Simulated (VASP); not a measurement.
Here is the system:

```
CELL_PARAMETERS angstrom
      0.00000     2.70150     2.77592
      2.73584     0.00000     2.77592
      2.73584     2.70150     0.00000
ATOMIC_POSITIONS crystal
  Ce 0.00000 0.00000 0.00000
  O  0.25000 0.25000 0.25000
  O  0.74625 0.75375 0.75375
```

Computed with PBE GGA, VASP's PBE PAW potentials (set 64) (plane waves; VASP). Run with 520 eV cut-off, 2×2×2 Monkhorst-Pack mesh, Gaussian smearing of 0.050 eV, potentials Ce O.

Question: Which forces act on the atoms, in eV/Å?

Answer: 
```tsv
atom	Fx	Fy	Fz
Ce1	0.059	0.000	0.000
O2	0.074	0.000	0.000
O3	-0.133	0.000	0.000
```

Question: Give the stress tensor in GPa (positive for a compressed cell).

Answer: 
```
-0.82   0.00   0.00
 0.00   2.08   0.06
 0.00   0.06  -4.24
```
The pressure is its mean diagonal, -0.99 GPa.

The compound is CeO2 in the fluorite structure. The cell was not relaxed at this level, atoms are displaced from their ideal sites. The k-mesh is coarse (spacing up to 0.99 per Å, 2π included), so the numbers may not be converged in it. The run is one of a series of settings (KPOINTS 2×2×2 Monkhorst-Pack mesh against the base run), some of them coarse on purpose. The run is not spin-polarised, so no magnetic state was tried.
